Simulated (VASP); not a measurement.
Calculation: PBEsol GGA, VASP's PBE PAW potentials (set 64) (plane waves; VASP).

Input for VASP

**INCAR**
```
SYSTEM = Zn4STe3
PREC = Accurate; ENCUT = 400; LREAL = F
LASPH = T
EDIFF = 1E-6; NELM = 100; ALGO = Normal
LMAXMIX = 4
ISMEAR = 0; SIGMA = 0.05
GGA = PS
IBRION = 2; NSW = 60; ISIF = 3
EDIFFG = -0.02
LWAVE = F; LCHARG = F
```

**KPOINTS**
```
Automatic mesh
0
Gamma
4 4 4
0 0 0
```

File POSCAR:
```
Zn4STe3
1.0
  5.8886339427   0.0000000000   0.0000000000
  0.0000000000   5.8886339427   0.0000000000
  0.0000000000   0.0000000000   5.8886339427
Zn Te S
4 3 1
Cart
  0.0975595748   5.7910743679   5.7910743679
  2.8467573965   3.0418765462   5.7910743679
  2.8467573965   5.7910743679   3.0418765462
  0.0975595748   3.0418765462   3.0418765462
  1.4721584857   1.4721584857   1.4721584857
  4.4164754570   4.4164754570   1.4721584857
  4.4164754570   1.4721584857   4.4164754570
  1.4721584857   4.4164754570   4.4164754570
```

POTCAR, in this order: Zn Te S (PBE.64 set). Program: vasp_std.

Output of the run:

**OSZICAR**
```
       N       E                     dE             d eps       ncg     rms          rms(c)
DAV:   1     0.457592520328E+03    0.45759E+03   -0.27441E+04   860   0.152E+03
DAV:   2     0.249436506049E+02   -0.43265E+03   -0.42257E+03   887   0.357E+02
DAV:   3    -0.242138299688E+02   -0.49157E+02   -0.48700E+02   946   0.123E+02
DAV:   4    -0.260185773120E+02   -0.18047E+01   -0.17990E+01  1029   0.223E+01
DAV:   5    -0.260546123692E+02   -0.36035E-01   -0.36026E-01  1058   0.302E+00    0.109E+01
DAV:   6    -0.249938041427E+02    0.10608E+01   -0.36165E+00  1084   0.379E+01    0.827E+00
DAV:   7    -0.249999288663E+02   -0.61247E-02   -0.19374E+00   925   0.657E+00    0.353E+00
DAV:   8    -0.249842000305E+02    0.15729E-01   -0.67958E-02  1092   0.258E+00    0.104E+00
DAV:   9    -0.249836620071E+02    0.53802E-03   -0.24539E-02  1077   0.176E+00    0.284E-01
DAV:  10    -0.249835069215E+02    0.15509E-03   -0.23385E-03  1033   0.428E-01    0.165E-01
DAV:  11    -0.249836526658E+02   -0.14574E-03   -0.85498E-04  1005   0.117E-01    0.476E-02
DAV:  12    -0.249836298814E+02    0.22784E-04   -0.87652E-05  1045   0.548E-02    0.382E-02
DAV:  13    -0.249836456237E+02   -0.15742E-04   -0.39410E-05   916   0.449E-02    0.141E-02
DAV:  14    -0.249836436036E+02    0.20202E-05   -0.80815E-06  1061   0.357E-02    0.314E-03
DAV:  15    -0.249836439695E+02   -0.36599E-06   -0.29360E-06   770   0.685E-03
   1 F= -.24983644E+02 E0= -.24983644E+02  d E =-.249836E+02
```

OUTCAR:
```
------------------------ aborting loop because EDIFF is reached ----------------------------------------
  FORCE on cell =-STRESS in cart. coord.  units (eV):
  Direction    XX          YY          ZZ          XY          YZ          ZX
  --------------------------------------------------------------------------------------
  Total        0.0123059      0.0123059      0.0123059      0.0000000     -0.0000000      0.0000000
  in kB        0.0965564      0.0965564      0.0965564      0.0000000     -0.0000000      0.0000000
  external PRESSURE =       0.0965564 kB  Pullay stress =       0.0000000 kB
  volume of cell :      204.19
      direct lattice vectors                 reciprocal lattice vectors
     5.888633943  0.000000000  0.000000000     0.169818673  0.000000000  0.000000000
     0.000000000  5.888633943  0.000000000     0.000000000  0.169818673  0.000000000
     0.000000000  0.000000000  5.888633943     0.000000000  0.000000000  0.169818673
 POSITION                                       TOTAL-FORCE (eV/Angst)
 -----------------------------------------------------------------------------------
      0.09756      5.79107      5.79107        -0.011229      0.011229      0.011229
      2.84676      3.04188      5.79107         0.011229     -0.011229      0.011229
      2.84676      5.79107      3.04188         0.011229      0.011229     -0.011229
      0.09756      3.04188      3.04188        -0.011229     -0.011229     -0.011229
      1.47216      1.47216      1.47216         0.000000     -0.000000     -0.000000
      4.41648      4.41648      1.47216         0.000000     -0.000000     -0.000000
      4.41648      1.47216      4.41648         0.000000     -0.000000     -0.000000
      1.47216      4.41648      4.41648         0.000000     -0.000000     -0.000000
 -----------------------------------------------------------------------------------
    total drift:                               -0.000001     -0.000001     -0.000000
  FREE ENERGIE OF THE ION-ELECTRON SYSTEM (eV)
  ---------------------------------------------------
  free  energy   TOTEN  =       -24.9836439695 eV

  energy  without entropy=      -24.9836439695  energy(sigma->0) =      -24.98364397

 reached required accuracy - stopping structural energy minimisation
```
(Selected blocks of OUTCAR.)

The structure was generated: Zn4STe3 was put into an ordered model structure (P-43m), which need not be its known phase. It was relaxed first. The start is the result of an earlier pass.
